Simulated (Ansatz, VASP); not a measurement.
# Cross-check of RbLiPdC2 between VASP and Ansatz, part 2 of 3

One calculation is typed for both programs; each brings its own data sets. How far apart do they land? The cell is generated by rule, not measured, and may not be a known phase. The cell is taken from a series of runs on this material, whose earlier steps may have relaxed, scaled, displaced or heated it; both programs get it as it stands.

VASP 6.6.1 and Ansatz 0.2.0.

So far: The structure; VASP: relaxation of cell and atoms, RPBE, pair 1.

## Step 3: Ansatz: relaxation of cell and atoms, RPBE, pair 1

Level of this step: Ansatz beside VASP: Kohn-Sham DFT, plane waves, RPBE (Ansatz).

Ansatz runs on its default PAW (the set named soft_2) files.

The same cell, functional, mesh and smearing now go to Ansatz, which takes its cutoff from its data sets.

input.yaml reads:

```yaml
crystal:
  lattice:
    - [5.1152967316, -3.0838e-06, 0.0]
    - [-2.5576456951, 4.4299784594, 0.0]
    - [0.0, 0.0, 5.2828790466]
  atoms:
    - { symbol: Rb, position: [0.3333333333, 0.6666666667, 0.3570414633] }
    - { symbol: Li, position: [0.6666666667, 0.3333333333, 0.8445641129] }
    - { symbol: Pd, position: [0.0, 0.0, -0.068626846] }
    - { symbol: C, position: [0.0, 0.0, 0.3131787124] }
    - { symbol: C, position: [0.0, 0.0, 0.5538425574] }
kpoints:
  mp_grid: { grid: [6, 6, 4] }
hamiltonian:
  xc: rpbe
scf:
  occupations: { method: gaussian, width: 0.02 }
output:
  forces: true
  stress: true
  eigenvalues: true
  write_density: true
  write_potential: true
  elf: true
  volumetric_format: npy
relax:
  adjacent_minimum: "off"
  f_tol: 0.005
  max_steps: 80
  cell: { stress_tol: 0.05 }
```

On the command line:

```
$ ansatz run input.yaml --threads 8 --pin off --max-ram 14336MiB --backend cpu --events-out ev --progress --plain --runs-dir out
```

Numbers of over 12 decimals in the logs are rounded to 6 here.

The log of the run:

```text
Engine: ansatz 0.2.0, x86_64-unknown-linux-gnu
Pseudopotentials: kind: paw
Pseudopotential: Rb, paw, valence charge 9, recommended cutoff 420 eV (normal), Rb.paw.azcp
Pseudopotential: Li, paw, valence charge 3, recommended cutoff 420 eV (normal), Li.paw.azcp
Pseudopotential: Pd, paw, valence charge 18, recommended cutoff 420 eV (normal), Pd.paw.azcp
Pseudopotential: C, paw, valence charge 4, recommended cutoff 420 eV (normal), C.paw.azcp
Functional definition: RPBE
  parameter kappa = 0.804
  parameter beta = 0.066725
  exchange = rpbe_x(kappa = kappa, mu = beta*pi^2/3)
  correlation = pbe_c(beta = beta)
Crystal: 5 atoms, lattice volume = 119.713 Å³
Basis set: ecut = 420 eV, 2351 PW (Γ), exchange–correlation on 72×72×72 points (8 copies of the dense FFT grid, shifted against one another)
Bands: 24, of which v1, the nominal top of the filled ones, is band 19 counted from 1 (18 counted from 0)
Symmetry: 6 space group operations
Space group: P3m1 (ITA 156), of the structure as read, at distance tolerance 4.9e-5 Å
k-points: 24 of 144 (time reversal used)
Non-local potential: Rb, projectors of the file, l = 0: 3, l = 1: 2, l = 2: 2
Non-local potential: Li, projectors of the file, l = 0: 3, l = 1: 2, l = 2: 1
Non-local potential: Pd, projectors of the file, l = 0: 2, l = 1: 2, l = 2: 2, l = 3: 1
Non-local potential: C, projectors of the file, l = 0: 2, l = 1: 2, l = 2: 1
PAW form: soft (Blöchl's): semilocal exchange-correlation on the pseudo side does not see the compensation charge
PAW frozen core: Rb, regenerated for the run's functional, and the local potential with it (the file was generated under x = pbe(κ = 0.804, μ = 0.219515), c = pbe(β = 0.066725))
PAW frozen core: Pd, regenerated for the run's functional, and the local potential with it (the file was generated under x = pbe(κ = 0.804, μ = 0.219515), c = pbe(β = 0.066725))
PAW frozen core: C, regenerated for the run's functional, and the local potential with it (the file was generated under x = pbe(κ = 0.804, μ = 0.219515), c = pbe(β = 0.066725))
PAW one-centre angular grid: Rb, 110 points (default); XC on 64 Gauss nodes
PAW one-centre angular grid: Li, 110 points (default); XC on 64 Gauss nodes
PAW one-centre angular grid: Pd, 590 points (default); XC on 64 Gauss nodes
PAW one-centre angular grid: C, 110 points (default); XC on 64 Gauss nodes
Initial density: superposition of atomic densities (neutral atoms: chi_scale 0, normalization atom), corrected by the library's trained network
Initial wavefunctions: pseudopotential atomic-orbital guess
Functional: x = rpbe, c = pbe(β = 0.066725)
SCF iter   1: F=—  HF=-10964.041065 eV  |F-HF|=—  |Δ(HF+E_count)|=         —  Δρ=4.98e-3  dr2=4.98e-2  ethr=1.77e-3  ⟨swp⟩=6.7  Hψ=2917  notcnv=0
preconditioner: auto → Resta (q_TF=auto, 2.253 Å⁻¹)  ε∞=4.7  [insulator: Δε(μ)=1.056 eV  Ē_g=8.987 eV  σ=0.020 eV  W_gap=1.00  n_scr=20 (ndim 8)  ℏωp=17.3 eV  f_vac=0.132  D(μ)=0.00/eV (n_scr^D=0)  ε∞_Penn≈4.7]
SCF iter   2: F=—  HF=-10964.036100 eV  |F-HF|=—  |Δ(HF+E_count)|=   4.96e-3  Δρ=3.00e-3  dr2=1.20e-2  ethr=1.31e-4  ⟨swp⟩=2.1  Hψ=982  notcnv=0  defer=24
SCF iter   3: F=—  HF=-10964.034920 eV  |F-HF|=—  |Δ(HF+E_count)|=   1.18e-3  Δρ=1.22e-3  dr2=3.17e-3  ethr=3.16e-5  ⟨swp⟩=2.0  Hψ=863  notcnv=0  defer=24
SCF iter   4: F=—  HF=-10964.035049 eV  |F-HF|=—  |Δ(HF+E_count)|=   1.29e-4  Δρ=5.02e-4  dr2=8.17e-4  ethr=8.34e-6  ⟨swp⟩=2.0  Hψ=687  notcnv=0  defer=24
SCF iter   5: F=—  HF=-10964.035160 eV  |F-HF|=—  |Δ(HF+E_count)|=   1.11e-4  Δρ=1.78e-4  dr2=8.86e-5  ethr=2.15e-6  ⟨swp⟩=2.0  Hψ=842  notcnv=0  defer=24
SCF iter   6: F=—  HF=-10964.035272 eV  |F-HF|=—  |Δ(HF+E_count)|=   1.12e-4  Δρ=1.01e-4  dr2=1.99e-5  ethr=2.33e-7  ⟨swp⟩=2.0  Hψ=867  notcnv=0  defer=24
SCF iter   7: F=—  HF=-10964.035296 eV  |F-HF|=—  |Δ(HF+E_count)|=   2.38e-5  Δρ=3.03e-5  dr2=1.69e-6  ethr=5.25e-8  ⟨swp⟩=2.0  Hψ=864  notcnv=0  defer=24
SCF iter   8: F=—  HF=-10964.035301 eV  |F-HF|=—  |Δ(HF+E_count)|=   5.25e-6  Δρ=7.67e-6  dr2=1.04e-7  ethr=4.45e-9  ⟨swp⟩=2.0  Hψ=840  notcnv=0  defer=24
SCF iter   9: F=-10964.035301 eV  HF=-10964.035301 eV  |F-HF|=4.07e-8  |Δ(HF+E_count)|=   4.85e-7  Δρ=2.19e-6  dr2=9.28e-9  ethr=2.63e-10  ⟨swp⟩=14.8  Hψ=4596  notcnv=0
SCF 1 converged in 9 iterations: F = -10964.035301 eV  dr2 = 9.28e-9
  greatest PAW one-centre occupation: 1.000 electrons in one spin orbital (limit 2), on the Li atom at site 1 (counted from 0), in its partial waves of l = 0
relax step   1: F+E_penalty+E_count = -10964.03530133 eV  Δ(F+E_penalty+E_count) = +0.000e0 eV  max|allowed force component| = 1.885e-2 eV/Å  Δτ_max = 0.0000 Å  P = +0.037 GPa  Ω = 119.713 Å³  (9 SCF iters, dr2 threshold 1.00e-7 eV, accepted)
[...]
relax step   2: F+E_penalty+E_count = -10964.03526295 eV  Δ(F+E_penalty+E_count) = +3.839e-5 eV  max|allowed force component| = 7.986e-3 eV/Å  Δτ_max = 0.0017 Å  P = +0.008 GPa  Ω = 119.827 Å³  energy of the carried Pulay correction = -6.099e-5 eV  (5 SCF iters, dr2 threshold 2.22e-8 eV, accepted)
[...]
relax step   3: F+E_penalty+E_count = -10964.03524889 eV  Δ(F+E_penalty+E_count) = +1.405e-5 eV  max|allowed force component| = 1.176e-3 eV/Å  Δτ_max = 0.0018 Å  P = -0.003 GPa  Ω = 119.864 Å³  energy of the carried Pulay correction = -8.074e-5 eV  (7 SCF iters, dr2 threshold 3.99e-9 eV, accepted)
[...]
relax step   4: F+E_penalty+E_count = -10964.03531696 eV  Δ(F+E_penalty+E_count) = -6.806e-5 eV  max|allowed force component| = 1.193e-3 eV/Å  Δτ_max = 0.0000 Å  P = -0.003 GPa  Ω = 119.864 Å³  stress off target by 4.34e-3 GPa  SCF on the basis re-selected at this cell (its energy is not comparable with the rows above)  (6 SCF iters)
basis re-selected at this cell: Δ(F+E_penalty+E_count) = -6.806e-5 eV, ΔP = +0.001 GPa vs the last step (what re-selecting the basis moved, of the pressure what is left beyond the Pulay correction that the steps carried, after the strain that the cell walked since its last selection, with what the two solves' SCF thresholds leave and, on support functions, any second-order correction that the steps lacked; it is no m [...]
SCF converged after 6 iterations
Free energy (F): -10964.035317 eV
Harris-Foulkes:  -10964.035317 eV  (|F-HF|=2.13e-10)
Internal energy: -10964.035317 eV  (E = F + TS)
E sigma→0 (E₀):  -10964.035317 eV
Fermi energy:    4.612704 eV
--- Per-component energies (eV) ---
  E_band       = -581.414899
  E_kinetic    = 901.613483
  E_local      = -4712.678485  (includes V_loc(G=0)·N_el)
  E_nonlocal   = 408.042799
  E_hartree    = 1845.192662
  E_xc         = -405.619939
  E_vxc        = -478.939627  (∫ρ·V_xc dr)
  E_paw        = -6603.364133  (= ΣΔE_a)
  E_vpaw       = -389.838823  (= ΣTr[D̂ρ^β])
  E_aug_tail   = 0.000198  (compensation charges beyond the density's cutoff)
  E_ewald      = -2397.017338
  E_core_change = -0.204565  (= ΣΔE_core)
  E_smearing   = -0.000000  (= −TS)
  E_closure    = 0.000000  (closes the sum)
  Σ components = -10964.035317   (vs F -10964.035317, Δ=0.00e0)
--- Forces (eV/Å), atoms counted from 1 ---
  atom   1  Rb     0.00000000     0.00000000     0.00015605
  atom   2  Li     0.00000000     0.00000000     0.00119257
  atom   3  Pd     0.00000000     0.00000000     0.00023828
  atom   4  C     -0.00000000    -0.00000000    -0.00082065
  atom   5  C     -0.00000000    -0.00000000    -0.00076892
  max |Σ_I F_I| component: 2.68e-6 eV/Å
--- Stress (GPa, compression-positive) ---
       -0.001777       0.000000       0.000000
        0.000000      -0.001777      -0.000000
        0.000000      -0.000000      -0.004337
  P = ⅓ Tr σ = -0.0026 GPa (-0.026 kbar)
--- Band table (eV; the first three rows and the last of 24) ---
  k-point 0: bands = [... 15 lower, 2.1506, 2.2599, 2.7194, 2.7194, 8.2868, 9.1182, 9.4344, 9.4344, ... 1 higher]
  k-point 1: bands = [... 15 lower, 2.6887, 2.6887, 3.2410, 3.2410, 7.8112, 8.1185, 8.1185, 8.5821, ... 1 higher]
  k-point 2: bands = [... 15 lower, 2.6840, 2.6840, 4.0649, 4.0649, 7.0618, 7.0618, 7.4299, 8.1403, ... 1 higher]
  k-point 23: bands = [... 15 lower, 2.8271, 3.0452, 4.0384, 4.1125, 5.2342, 5.7227, 7.8606, 9.3806, ... 1 higher]
--- Relaxed structure (3 steps of the walk, 3 accepted, 1 SCFs on fresh bases) ---
  F+E_penalty+E_count = -10964.03531696 eV   max|allowed force component| = 1.193e-3 eV/Å   (the final SCF, on the basis selected at the relaxed cell)
  cell:  # Å, volume = 119.8639 Å³
    - [5.117691, -3.0852730660821358e-6, -4.298364881116122e-19]
    - [-2.558843, 4.432052, 2.060130318348142e-19]
    - [-4.43918374318304e-19, 0, 5.284570]
  atoms:
    - { symbol: Rb, position: [0.333333, 0.666667, 0.357379] }
    - { symbol: Li, position: [0.666667, 0.333333, 0.845078] }
    - { symbol: Pd, position: [0, 0, -0.068998] }
    - { symbol: C, position: [0, 0, 0.312982] }
    - { symbol: C, position: [0, 0, 0.553560] }
```

## Step 4: Side by side

Known differences besides the potentials themselves: the data sets hold 38 valence electrons in Ansatz (on its default PAW (the set named soft_2) files) and 30 in VASP; the cutoff is 420 eV in Ansatz and 750 eV in VASP; Ansatz makes its cores anew for this functional, VASP keeps those of its PBE data sets; Ansatz adds a Pulay correction to the stress that steers its cell, VASP none. Total energies have different zeros and are not compared.

Compared:

```csv
quantity,Ansatz,VASP,difference
volume (Å³),119.86,119.65,+0.18 %
"edge a after relaxation, in the typed setting (Å)",5.118,5.115,+0.05 %
"edge c after relaxation, in the typed setting (Å)",5.285,5.280,+0.08 %
```

## Step 5: Ansatz: relaxation of cell and atoms, RPBE, pair 2

The relaxed volume is the usual yardstick between codes: in a stiff, nearly cubic crystal its relative difference is about their pressure difference at one cell divided by the bulk modulus.

The cell is taken from a series of runs on this material, whose earlier steps may have relaxed, scaled, displaced or heated it; both programs get it as it stands.

input.yaml reads:

```yaml
crystal:
  lattice:
    - [5.11769147, -3.0853e-06, 0.0]
    - [-2.5588430631, 4.4320523644, 0.0]
    - [0.0, 0.0, 5.2845699885]
  atoms:
    - { symbol: Rb, position: [0.3333333333, 0.6666666667, 0.357378893] }
    - { symbol: Li, position: [0.6666666667, 0.3333333333, 0.8450776148] }
    - { symbol: Pd, position: [0.0, 0.0, -0.0689983257] }
    - { symbol: C, position: [0.0, 0.0, 0.312982189] }
    - { symbol: C, position: [0.0, 0.0, 0.553559629] }
kpoints:
  mp_grid: { grid: [6, 6, 4] }
hamiltonian:
  xc: rpbe
scf:
  occupations: { method: fixed }
output:
  forces: true
  stress: true
  eigenvalues: true
relax:
  adjacent_minimum: "off"
  f_tol: 0.001
  max_steps: 60
  cell: { stress_tol: 0.01 }
```

The log of the run:

```text
[...]
Crystal: 5 atoms, lattice volume = 119.864 Å³
Basis set: ecut = 420 eV, 2375 PW (Γ), exchange–correlation on 72×72×72 points (8 copies of the dense FFT grid, shifted against one another)
Bands: 24, of which v1, the nominal top of the filled ones, is band 19 counted from 1 (18 counted from 0)
Symmetry: 6 space group operations
[...]
k-points: 24 of 144 (time reversal used)
[...]
cell:  # Å, volume = 119.9155 Å³
    - [5.119026, -3.086076604584732e-6, 0]
    - [-2.559510, 4.433208, 0]
    - [0, 0, 5.284090]
  atoms:
    - { symbol: Rb, position: [0.333333, 0.666667, 0.359078] }
    - { symbol: Li, position: [0.666667, 0.333333, 0.847453] }
    - { symbol: Pd, position: [0, 0, -0.070287] }
    - { symbol: C, position: [-1.0702831947067198e-19, 0, 0.311582] }
    - { symbol: C, position: [-1.0590305589237958e-19, 0, 0.552174] }
[key lines of the parts left out:]
SCF converged after 8 iterations
Free energy (F): -10964.035324 eV
Fermi energy:    4.143291 eV
P = ⅓ Tr σ = -0.0000 GPa (-0.000 kbar)
```

## Step 6: VASP: relaxation of cell and atoms, RPBE, pair 2

The same cell, functional and mesh now go to VASP, with its own data sets.

INCAR reads:

```
SYSTEM = RbLiPdC2
PREC = Accurate
ENCUT = 750
EDIFF = 1E-07
NELM = 120
ISMEAR = 0
SIGMA = 0.01
LREAL = .FALSE.
ALGO = Normal
GGA = RP
NBANDS = 21
LASPH = .TRUE.
LORBIT = 11
LWAVE = .FALSE.
LCHARG = .FALSE.
ISIF = 3
IBRION = 2
NSW = 80
EDIFFG = -0.005
GGA_COMPAT = .FALSE.
NELMIN = 4
EFERMI = MIDGAP
KPAR = 4
```

POSCAR reads:

```
RbLiPdC2
1.0
    5.1176910000     -0.0000030000      0.0000000000
   -2.5588430000      4.4320520000      0.0000000000
    0.0000000000      0.0000000000      5.2845700000
Rb Li Pd C
1 1 1 2
Direct
    0.3333334737      0.6666668171      0.3573789353
    0.6666668070      0.3333334838      0.8450776506
    0.0000001404      0.0000001504      0.9310017655
    0.0000001404      0.0000001504      0.3129821348
    0.0000001404      0.0000001504      0.5535597031
```

KPOINTS reads:

```
Automatic mesh
0
Gamma
6 6 4
0 0 0
```

PAW data sets: Rb_sv, Li_sv, Pd and C (PBE family, release 64).

On the command line:

```
$ mpirun -np 4 vasp_std
```

The log of the run:

```text
[banner, memory and clock lines left out]
running    4 mpi-ranks, on    1 nodes
[...]
[... a notice as in an earlier step ...]

 LDA part: xc-table for (Slater+PW92), standard interpolation
 POSCAR, INCAR and KPOINTS ok, starting setup
[...]
entering main loop
       N       E                     dE             d eps       ncg     rms          rms(c)
DAV:   1     0.205843890439E+03    0.20584E+03   -0.15796E+04  1008   0.167E+03
DAV:   2    -0.711250584860E+01   -0.21296E+03   -0.20081E+03  1192   0.311E+02
DAV:   3    -0.272775693906E+02   -0.20165E+02   -0.19952E+02  1598   0.857E+01
DAV:   4    -0.284429730022E+02   -0.11654E+01   -0.11568E+01  1653   0.178E+01
[...]
DAV:  17    -0.242977890035E+02   -0.11107E-06   -0.79515E-08  1140   0.171E-03    0.320E-04
DAV:  18    -0.242977891073E+02   -0.10376E-06   -0.17293E-07   995   0.246E-03    0.171E-04
DAV:  19    -0.242977891087E+02   -0.14397E-08   -0.81312E-09   854   0.581E-04
   1 F= -.24297789E+02 E0= -.24297789E+02  d E =-.242978E+02
[... from here on, the cycles between the ionic steps are left out ...]
   2 F= -.24294517E+02 E0= -.24294517E+02  d E =0.327201E-02
   3 F= -.24297902E+02 E0= -.24297902E+02  d E =-.112437E-03
   4 F= -.24297940E+02 E0= -.24297940E+02  d E =-.384594E-04
   5 F= -.24297959E+02 E0= -.24297959E+02  d E =-.570669E-04
[...]
reached required accuracy - stopping structural energy minimisation
```

OUTCAR, selected parts (step 6):

```text
  Total       -0.0153843     -0.0153843      0.0149107      0.0000000      0.0000000     -0.0000000
  in kB       -0.2058882     -0.2058882      0.1995505      0.0000000      0.0000000     -0.0000000
  external PRESSURE =      -0.0707420 kB  Pullay stress =       0.0000000 kB

 POSITION                                       TOTAL-FORCE (eV/Angst)
 -----------------------------------------------------------------------------------
      0.00000      2.95410      1.88704        -0.000000      0.000000      0.000114
      2.55833      1.47705      4.46227         0.000000      0.000000      0.001083
      0.00000      0.00000      4.91593         0.000000      0.000000      0.002168
      0.00000      0.00000      1.65142        -0.000000      0.000000     -0.003886
      0.00000      0.00000      2.92411        -0.000000     -0.000000      0.000521
 -----------------------------------------------------------------------------------
    total drift:                               -0.000795     -0.001590      0.000516

  FREE ENERGIE OF THE ION-ELECTRON SYSTEM (eV)
  ---------------------------------------------------
  free  energy   TOTEN  =       -24.2979586123 eV

  energy  without entropy=      -24.2979586123  energy(sigma->0) =      -24.29795861

[... 2 parts as in an earlier step ...]

[... 2 further parts left out ...]
[key lines of the parts left out:]
E-fermi :   1.5172
```

## Step 7: Comparison

What differs besides the data sets and the points named for the pairs above, as far as they apply: fixed occupations in Ansatz, narrow Gaussian smearing in VASP; the data sets hold 38 valence electrons in Ansatz (on its default PAW (the set named soft_2) files) and 30 in VASP. Total energies have different zeros and are not compared.

The two programs side by side:

| quantity | Ansatz | VASP | difference |
| --- | --- | --- | --- |
| volume (Å³) | 119.92 | 119.72 | +0.17 % |
| edge a after relaxation, in the typed setting (Å) | 5.119 | 5.117 | +0.05 % |
| edge c after relaxation, in the typed setting (Å) | 5.284 | 5.280 | +0.07 % |

[end of part 2 of 3]

[Lines on the potential files, build, host, timing and source positions are cut from VASP's logs without a mark.]

[Logs are printed without paths, hosts, clocks, repeated set-up lines and the standing remarks that a program may print on its own settings, such as how far it seeks lower states.]

[Hosts, paths, dates, database ids (printed as entryN), source tags and the programs' standing remarks are cut or masked in the printed files.]
